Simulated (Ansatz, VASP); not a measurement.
CaCuH2 and the dispersion correction, program beside program

The cell as given:

```cif
data_structure
_symmetry_space_group_name_H-M 'R-3m:H'
_symmetry_Int_Tables_number 166
_cell_length_a 3.8905
_cell_length_b 3.8905
_cell_length_c 13.0721
_cell_angle_alpha 90.000
_cell_angle_beta 90.000
_cell_angle_gamma 120.000
_cell_volume 171.35
loop_
_atom_site_label
_atom_site_type_symbol
_atom_site_symmetry_multiplicity
_atom_site_Wyckoff_symbol
_atom_site_fract_x
_atom_site_fract_y
_atom_site_fract_z
_atom_site_occupancy
Ca1 Ca 3 b 0.66667 0.33333 0.83333 1
Cu1 Cu 3 a 0.00000 0.00000 0.00000 1
H1 H 6 c 0.00000 0.00000 0.88181 1
```

The cell comes from a database or a generator and needn't be the stable form of this composition.

Kept alike: task relaxation of cell and atoms; functional PBE; k mesh 6 × 6 × 6; occupations fermi-dirac, width 0.05 eV; no spin polarisation. The mesh is that of the run's cell of 4 atoms. No spin-orbit coupling.

- A: Ansatz, Ansatz PAW, cutoff 420 eV
- B: VASP, PBE PAW files Ca_sv, Cu, H, 600 eV

| dispersion correction | A: volume (Å³/atom) | B: volume (Å³/atom) |
| --- | --- | --- |
| none | 14.273 | 14.352 |
| D3(BJ) | 13.488 | 13.557 |
| D4 | 13.765 | 13.839 |

Values hold for each row's relaxed cell, which stops near the pressure aimed at (zero). Ansatz's stress holds its Pulay term. Programs can differ in the three-body term of D3, and some take D4 from an outside library. For a metal such a mesh leaves the last digits unconverged.

How large is the effect of the dispersion correction, and do the programs agree on it?

From none to D3(BJ) the volume moves by -0.785 in A, -0.795 in B (Å³/atom). Row by row the programs differ by 0.069 to 0.079, and over this span the shifts, as printed, agree within about 1 %. Shifts from none: D3(BJ) -0.785, -0.795; D4 -0.508, -0.513; the programs' shifts differ by up to 0.010.
